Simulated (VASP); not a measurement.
VASP ran on this input.

POSCAR:
```
Zn4S3Te
1
    0.0035429681     5.5483952590     5.5233541675
    5.5483952590     0.0035429681     5.5233541675
    2.7759691136     2.7759691136     0.0000000000
Zn Te S
4 1 3
Direct
  0.9823588033   0.9823588033   0.0352823934
  0.9908966048   0.5255367059   0.9835666893
  0.5255367059   0.9908966048   0.9835666893
  0.5010006927   0.5010006927   0.9979986146
  0.1265518593   0.1265518593   0.2468962815
  0.1261148916   0.6229970777   0.2508880308
  0.6229970777   0.1261148916   0.2508880308
  0.6245433648   0.6245433648   0.2509132705
```

INCAR:
```
SYSTEM = Zn4S3Te
PREC = Accurate; ENCUT = 400; LREAL = .False.
LASPH = .True.
EDIFF = 1E-6; NELM = 100; ALGO = Normal
LMAXMIX = 4
ISMEAR = 0; SIGMA = 0.05
GGA = PS
IBRION = 2; NSW = 60; ISIF = 3
EDIFFG = -0.02
LWAVE = .False.; LCHARG = .False.
```

### KPOINTS
```
K-points
0
G
3 3 6
```

POTCAR, in this order: Zn Te S (PBE.64 set). Program: vasp_std.

Q: Write an equivalent input for Ansatz.

A: One equivalent input (not run):
Ansatz 0.2 input:
```yaml
crystal:
  lattice:
    - [0.0035430, 5.5483953, 5.5233542]
    - [5.5483953, 0.0035430, 5.5233542]
    - [2.7759691, 2.7759691, 0.0000000]
  atoms:
    - { symbol: Zn, position: [0.9823588, 0.9823588, 0.0352824] }
    - { symbol: Zn, position: [0.9908966, 0.5255367, 0.9835667] }
    - { symbol: Zn, position: [0.5255367, 0.9908966, 0.9835667] }
    - { symbol: Zn, position: [0.5010007, 0.5010007, 0.9979986] }
    - { symbol: Te, position: [0.1265519, 0.1265519, 0.2468963] }
    - { symbol: S, position: [0.1261149, 0.6229971, 0.2508880] }
    - { symbol: S, position: [0.6229971, 0.1261149, 0.2508880] }
    - { symbol: S, position: [0.6245434, 0.6245434, 0.2509133] }
kpoints:
  mp_grid: { grid: [3, 3, 6] }
hamiltonian:
  xc: pbesol
  pseudopotentials: { kind: paw }
scf:
  occupations: { method: gaussian, width: 0.05 }
  max_iter: 100
relax:
  max_steps: 60
  f_tol: 0.02
  cell: {}
output: { forces: true, stress: true, eigenvalues: true }
```
What does not carry over: each code has its own PAW files, so the cut-off isn't converted (ENCUT is set for VASP's; basis.ecutwfc is left out, and Ansatz then takes the one that its files recommend); Ansatz stops its SCF on the density residual and VASP on the energy change (EDIFF).

The structure was generated: Zn4S3Te was put into an ordered model structure (Amm2), which need not be its known phase. This run relaxes it. Symmetry was kept, so distortions that lower it aren't found. The start is the result of an earlier pass.
